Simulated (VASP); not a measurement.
```
CELL_PARAMETERS angstrom
     -1.91820     1.91820     4.55658
      1.91820    -1.91820     4.55658
      1.91820     1.91820    -4.55658
ATOMIC_POSITIONS crystal
  Yb 0.00000 0.00000 0.00000
  Ni 0.25000 0.75000 0.50000
  Ni 0.75000 0.25000 0.50000
  P  0.37735 0.37735 0.00000
  P  0.62265 0.62265 0.00000
```

Method: PBEsol GGA with spin-orbit coupling, VASP's PBE PAW potentials (set 64) (plane waves; VASP). Run with 400 eV cut-off, 10×10×10 Γ-centred mesh, Gaussian smearing of 0.050 eV, potentials Yb_2 Ni P.

The 4f electrons are frozen in the core of the lanthanide potential, so 4f levels, which can set the real gap, and their magnetism are missing.

Q: Give the energies of bands 29 to 42 at the high-symmetry points, in eV from the Fermi level.

A: 
```csv
band,Γ,X,P,N,M,S,R
29,-1.64,-1.91,-1.91,-2.38,-1.39,-2.22,-2.10
30,-1.64,-1.91,-1.91,-2.38,-1.39,-2.22,-2.10
31,-1.53,-1.91,-1.90,-2.15,-1.26,-2.21,-1.91
32,-1.53,-1.91,-1.90,-2.15,-1.26,-2.21,-1.91
33,-1.46,-1.83,-1.79,-1.61,-0.91,-0.80,-1.72
34,-1.46,-1.83,-1.79,-1.61,-0.91,-0.80,-1.72
35,-0.90,-1.57,-1.73,-0.66,-0.73,-0.63,-1.13
36,-0.90,-1.57,-1.73,-0.66,-0.73,-0.63,-1.13
37,0.05,-0.73,-0.63,0.48,0.92,-0.37,-0.73
38,0.05,-0.73,-0.63,0.48,0.92,-0.37,-0.73
39,0.48,-0.57,-0.61,1.41,2.28,1.73,-0.47
40,0.48,-0.57,-0.61,1.41,2.28,1.73,-0.47
41,0.50,1.74,1.36,1.49,2.57,2.73,1.80
42,0.50,1.74,1.36,1.49,2.57,2.73,1.80
```

It has no gap at this level: it comes out as a metal or semimetal.

The structure comes from a computed database's Ni2YbP2 entry (I4/mmm); how it stands against other phases isn't given here. It was relaxed first.
